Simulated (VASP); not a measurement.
All values below come from LDA (Ceperley-Alder, Perdew-Zunger), VASP's LDA PAW potentials (set 64) (plane waves; VASP).

VASP ran on this input.

### POSCAR
```
BaZrO3
1
    4.1576651904     0.0000000000     0.0000000000
    0.0000000000     4.1576651904     0.0000000000
    0.0000000000     0.0000000000     4.1576651904
Ba Zr O
1 1 3
Direct
  0.0000000000   0.0000000000   0.0000000000
  0.5000000000   0.5000000000   0.5000000000
  0.5000000000   0.0000000000   0.5000000000
  0.0000000000   0.5000000000   0.5000000000
  0.5000000000   0.5000000000   0.0000000000
```

### INCAR
```
# general
SYSTEM  = BaZrO3
PREC    = Accurate
ENCUT   = 620
LREAL   = .FALSE.
LASPH   = .TRUE.

# electronic loop
EDIFF   = 1E-6
NELM    = 100
ALGO    = Normal
LMAXMIX = 4

# smearing
ISMEAR  = 0
SIGMA   = 0.05

# ions
IBRION  = 2
NSW     = 40
ISIF    = 3
EDIFFG  = -0.02
PSTRESS = 50

# output
LWAVE   = .FALSE.
LCHARG  = .FALSE.
```

### KPOINTS
```
Automatic mesh
0
Gamma
5 5 5
0 0 0
```

POTCAR, in this order: Ba_sv Zr_sv O (LDA.64 set). Program: vasp_std.

Energy and stress use the plane-wave basis of the starting cell.

**Question.** Predict the energy per atom (σ→0), volume per atom.

**Answer.** 
| Item | Result |
|---|---|
| energy per atom (σ→0) | -9.144 eV/atom |
| volume per atom | 14.00 Å^3/atom |

File OSZICAR:
```
...
DAV:   4    -0.457175952013E+02    0.30852E-02   -0.69755E-02   744   0.137E+00    0.489E-01
DAV:   5    -0.457193254757E+02   -0.17303E-02   -0.22081E-03   664   0.299E-01    0.289E-01
DAV:   6    -0.457210002378E+02   -0.16748E-02   -0.37588E-03   768   0.366E-01    0.347E-02
DAV:   7    -0.457210515044E+02   -0.51267E-04   -0.63382E-04   688   0.138E-01    0.272E-02
DAV:   8    -0.457210562993E+02   -0.47949E-05   -0.37744E-05   624   0.421E-02    0.129E-02
DAV:   9    -0.457210590910E+02   -0.27917E-05   -0.63189E-06   632   0.175E-02    0.229E-03
DAV:  10    -0.457210590353E+02    0.55662E-07   -0.33702E-07   328   0.461E-03
   3 F= -.43537309E+02 E0= -.43537309E+02  d E =-.305931E-01
```

The compound is BaZrO3 in the cubic perovskite structure. This run relaxes it under an external pressure of 5 GPa. Symmetry was kept, so distortions that lower it aren't found.
